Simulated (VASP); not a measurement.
GaSb:

```xyz
2
Lattice="0.0000 3.0574 3.0574 3.0574 0.0000 3.0574 3.0574 3.0574 0.0000" Properties=species:S:1:pos:R:3 pbc="T T T"
Ga    6.1148    6.1148    6.1148
Sb    1.5287    1.5287    1.5287
```

The cell was built by a generator and needn't be a form met in nature.

Base run:

- Program: VASP 6.6.1
- Functional: TB-mBJ
- Potentials or basis: VASP PAW PBE potentials, release 64 (Ga_d, Sb)
- Cutoff: 520 eV
- k mesh: 10 × 10 × 10
- Occupations: gaussian, width 0.03 eV
- Spin: no spin polarisation

Its results: band gap on the k mesh 0.87 eV, direct.

Question: The run is repeated on the same cell with these changes: functional from TB-mBJ to r2SCAN. What comes out?

Answer: Band gap on the k mesh 0.46 eV, direct.

Caveats: spin-orbit coupling is left out, which moves the levels of the heavy elements.
